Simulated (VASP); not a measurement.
An input for Ansatz (written as the equivalent of a VASP run, and not itself run):

Ansatz 0.2 input:
```yaml
crystal:
  lattice:
    - [-3.6476652, 3.6476652, 3.2114755]
    - [3.6476652, -3.6476652, 3.2114755]
    - [3.6476652, 3.6476652, -3.2114755]
  atoms:
    - { symbol: V, position: [0.2500000, 0.7500000, 0.5000000] }
    - { symbol: V, position: [0.5000000, 0.5000000, 0.0000000] }
    - { symbol: Bi, position: [0.0000000, 0.0000000, 0.0000000] }
    - { symbol: Bi, position: [0.7500000, 0.2500000, 0.5000000] }
    - { symbol: O, position: [0.6704072, 0.4891356, 0.8187284] }
    - { symbol: O, position: [0.2391356, 0.9204072, 0.3187284] }
    - { symbol: O, position: [0.6704072, 0.8516788, 0.1812716] }
    - { symbol: O, position: [0.6016788, 0.9204072, 0.6812716] }
    - { symbol: O, position: [0.0795928, 0.3983212, 0.3187284] }
    - { symbol: O, position: [0.5108644, 0.3295928, 0.1812716] }
    - { symbol: O, position: [0.0795928, 0.7608644, 0.6812716] }
    - { symbol: O, position: [0.1483212, 0.3295928, 0.8187284] }
kpoints:
  mp_grid: { grid: [4, 4, 4] }
hamiltonian:
  xc: pbesol
  pseudopotentials: { kind: paw }
scf:
  occupations: { method: gaussian, width: 0.05 }
  max_iter: 100
relax:
  max_steps: 60
  f_tol: 0.02
  cell: {}
output: { forces: true, stress: true, eigenvalues: true }
```

Translate this input to VASP (INCAR, KPOINTS, POSCAR, choice of POTCAR).

One answer among several that fit: 
POSCAR:
```
VBiO4
1
   -3.6476651859     3.6476651859     3.2114755283
    3.6476651859    -3.6476651859     3.2114755283
    3.6476651859     3.6476651859    -3.2114755283
V Bi O
2 2 8
Direct
  0.2500000000   0.7500000000   0.5000000000
  0.5000000000   0.5000000000   0.0000000000
  0.0000000000   0.0000000000   0.0000000000
  0.7500000000   0.2500000000   0.5000000000
  0.6704071738   0.4891355823   0.8187284085
  0.2391355823   0.9204071738   0.3187284085
  0.6704071738   0.8516787653   0.1812715915
  0.6016787653   0.9204071738   0.6812715915
  0.0795928262   0.3983212347   0.3187284085
  0.5108644177   0.3295928262   0.1812715915
  0.0795928262   0.7608644177   0.6812715915
  0.1483212347   0.3295928262   0.8187284085
```

**KPOINTS**
```
K-points
0
gamma
  4 4 4
```

**INCAR**
```
ALGO = Normal
EDIFF = 1E-6
EDIFFG = -0.02
ENCUT = 520
GGA = PS
IBRION = 2
ISIF = 3
ISMEAR = 0
LASPH = .True.
LCHARG = .False.
LMAXMIX = 4
LREAL = .False.
LWAVE = .False.
NELM = 100
NSW = 60
PREC = Accurate
SIGMA = 0.05
SYSTEM = VBiO4
```

POTCAR, in this order: V_sv Bi_d O (PBE.64 set). Program: vasp_std.

The two are equivalent in intent, not identical: each code has its own PAW files, so the cut-off isn't converted (ENCUT is set for VASP's; basis.ecutwfc is left out, and Ansatz then takes the one that its files recommend); Ansatz stops its SCF on the density residual and VASP on the energy change (EDIFF).

The structure comes from a computed database's VBiO4 entry (I4_1/amd); how it stands against other phases isn't given here. This run relaxes it. Symmetry was kept, so distortions that lower it aren't found. The start is the result of an earlier pass.
